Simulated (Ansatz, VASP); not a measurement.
TlIn: VASP beside Ansatz

```
Tl In
1.0
     3.41279    0.00000    0.00000
    -1.70640    2.95556    0.00000
     0.00000    0.00000   24.36314
Tl In
2 2
Direct
  0.33333 0.66667 0.44279
  0.00000 0.00000 0.67164
  0.00000 0.00000 0.32836
  0.66667 0.33333 0.55721
```

Alike in both runs: task single point; functional PBEsol; dispersion D3(BJ); k mesh 6 × 6 × 1; no spin polarisation.

|  | VASP | Ansatz |
| --- | --- | --- |
| version | VASP 6.6.1 | Ansatz 0.2.0 |
| potentials or method | VASP PAW PBE potentials, release 64 (Tl_d, In_d) | plane waves, PAW |
| plane-wave cutoff (eV) | 520 | 530 |
| occupations | methfessel-paxton of order 1, width 0.3 eV | cold, width 0.3 eV |
| valence electrons in the cell | 52 | 52 |

Ansatz gave:

| Property | Result |
| --- | --- |
| dispersion energy (meV/atom) | -258.3 |

Q: What did VASP give for the same quantities?

A: Dispersion energy (meV/atom): -265.1.

Caveats: three body term missing. Spin-orbit coupling is left out, which matters for the levels of Tl.
